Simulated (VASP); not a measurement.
A VASP calculation is set up with these files.

INCAR:
```
SYSTEM = TiHg
PREC = Accurate; ENCUT = 300; LREAL = .FALSE.
LASPH = .TRUE.
EDIFF = 1E-6; NELM = 100; ALGO = Normal
LMAXMIX = 6
ISMEAR = 0; SIGMA = 0.05
GGA = PS
IBRION = 2; NSW = 50; ISIF = 3
EDIFFG = -0.01
LWAVE = .FALSE.; LCHARG = .FALSE.
```

### POSCAR
```
TiHg
1.0
  3.0090000000   0.0000000000   0.0000000000
  0.0000000000   3.0090000000   0.0000000000
  0.0000000000   0.0000000000   4.0410000000
Hg Ti
1 1
Cartesian
  0.0225223650  -0.0053740740   0.0146243790
  1.4819776350   1.5098740740   2.0058756210
```

### KPOINTS
```
Regular mesh
0
G
  9 9 7
0 0 0
```

POTCAR, in this order: Hg Ti_sv (PBE.64 set). Program: vasp_std.

**Question.** Write an equivalent input for Ansatz.

**Answer.** One equivalent input (not run):
Ansatz 0.2 input:
```yaml
crystal:
  lattice:
    - [3.0090000, 0.0000000, 0.0000000]
    - [0.0000000, 3.0090000, 0.0000000]
    - [0.0000000, 0.0000000, 4.0410000]
  atoms:
    - { symbol: Hg, position: [0.0074850, -0.0017860, 0.0036190] }
    - { symbol: Ti, position: [0.4925150, 0.5017860, 0.4963810] }
kpoints:
  mp_grid: { grid: [9, 9, 7] }
hamiltonian:
  xc: pbesol
  pseudopotentials: { kind: paw }
scf:
  occupations: { method: gaussian, width: 0.05 }
  max_iter: 100
relax:
  max_steps: 50
  f_tol: 0.01
  cell: {}
output: { forces: true, stress: true, eigenvalues: true }
```
The two are equivalent in intent, not identical: each code has its own PAW files, so the cut-off isn't converted (ENCUT is set for VASP's; basis.ecutwfc is left out, and Ansatz then takes the one that its files recommend); Ansatz stops its SCF on the density residual and VASP on the energy change (EDIFF).

The structure comes from a measured TiHg entry of the Crystallography Open Database, whose conditions weren't checked. In the starting cell atoms are displaced from their ideal sites. This run relaxes it. The run is one of a series of settings (EDIFFG = -0.01, IBRION = 2, ISIF = 3, NSW = 50 against the base run), some of them coarse on purpose.
